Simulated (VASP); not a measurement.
Input for VASP

### INCAR
```
! general
SYSTEM  = Ti2Ag
PREC    = Accurate
ENCUT   = 300
LREAL   = .False.
LASPH   = .True.

! electronic loop
EDIFF   = 1E-6
NELM    = 100
ALGO    = Normal
LMAXMIX = 4

! smearing
ISMEAR  = 0
SIGMA   = 0.272

! functional
GGA     = PS

! ions
IBRION  = 2
NSW     = 50
ISIF    = 3
EDIFFG  = -0.01

! output
LWAVE   = .False.
LCHARG  = .False.
```

POSCAR:
```
Ti2Ag
1
   -1.5031490000     1.5031490000     6.0343380000
    1.5031490000    -1.5031490000     6.0343380000
    1.5031490000     1.5031490000    -6.0343380000
Ti Ag
2 1
Direct
  0.3284900000   0.3284900000   0.0000000000
  0.6715100000   0.6715100000   0.0000000000
  0.0000000000   0.0000000000   0.0000000000
```

File KPOINTS:
```
K-points
0
gamma
11 11 11
```

POTCAR, in this order: Ti_sv Ag (PBE.64 set). Program: vasp_std.

### Question
Translate this PBEsol calculation to Ansatz.

### Answer
One equivalent input (not run):
Ansatz 0.2 input:
```yaml
crystal:
  lattice:
    - [-1.5031490, 1.5031490, 6.0343380]
    - [1.5031490, -1.5031490, 6.0343380]
    - [1.5031490, 1.5031490, -6.0343380]
  atoms:
    - { symbol: Ti, position: [0.3284900, 0.3284900, 0.0000000] }
    - { symbol: Ti, position: [0.6715100, 0.6715100, 0.0000000] }
    - { symbol: Ag, position: [0.0000000, 0.0000000, 0.0000000] }
kpoints:
  mp_grid: { grid: [11, 11, 11] }
hamiltonian:
  xc: pbesol
  pseudopotentials: { kind: paw }
scf:
  occupations: { method: gaussian, width: 0.272 }
  max_iter: 100
relax:
  max_steps: 50
  f_tol: 0.01
  cell: {}
output: { forces: true, stress: true, eigenvalues: true }
```
What does not carry over: each code has its own PAW files, so the cut-off isn't converted (ENCUT is set for VASP's; basis.ecutwfc is left out, and Ansatz then takes the one that its files recommend); Ansatz stops its SCF on the density residual and VASP on the energy change (EDIFF).

The structure comes from a computed database's Ti2Ag entry (I4/mmm); how it stands against other phases isn't given here. This run relaxes it. Symmetry was kept, so distortions that lower it aren't found. The run is one of a series of settings (EDIFFG = -0.01, IBRION = 2, ISIF = 3, NSW = 50 against the base run), some of them coarse on purpose.
